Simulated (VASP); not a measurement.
```
O2Si
1.0
    4.20032     0.00000     0.00000
    0.00000     4.20032     0.00000
    0.00000     0.00000     2.69004
Si O
2 4
Direct
  0.00000   0.00000   0.00000
  0.50000   0.50000   0.50000
  0.30607   0.30607   0.00000
  0.80607   0.19393   0.50000
  0.19393   0.80607   0.50000
  0.69393   0.69393   0.00000
```

These are TPSS meta-GGA, VASP's PBE PAW potentials (set 64) (plane waves; VASP) values and carry that method's errors. Numerical set-up: 520 eV cut-off, 6×6×9 Γ-centred mesh, tetrahedra with Blöchl corrections, potentials Si O.

### Question
Give the energies of bands 6 to 19 at the high-symmetry points, in eV from the valence-band maximum.

### Answer

```tsv
band	Γ	X	M	Z	R	A
6	-6.38	-9.27	-7.90	-9.47	-9.37	-10.71
7	-6.38	-4.57	-5.88	-6.87	-8.09	-8.14
8	-6.21	-4.57	-5.88	-6.87	-8.09	-8.14
9	-5.39	-4.49	-4.04	-6.30	-6.49	-4.52
10	-5.08	-4.49	-4.04	-6.30	-6.49	-4.52
11	-3.15	-3.87	-3.28	-4.60	-3.97	-4.47
12	-3.15	-3.87	-3.28	-4.60	-3.97	-4.47
13	-2.52	-2.70	-2.69	-3.06	-2.28	-1.75
14	-0.88	-2.70	-2.69	-3.06	-2.28	-1.75
15	-0.88	-1.07	-2.25	-2.66	-1.75	-1.54
16	0.00	-1.07	-2.25	-2.66	-1.75	-1.54
17	5.51	7.75	7.48	9.29	8.95	7.32
18	6.77	7.75	7.48	9.29	8.95	7.32
19	8.51	9.10	10.12	12.63	10.00	11.10
```

The gap is direct, 5.51 eV, from the valence maximum at Γ to the conduction minimum at Γ.

The compound is SiO2 in the rutile structure, stishovite, a high-pressure form. It was relaxed first.
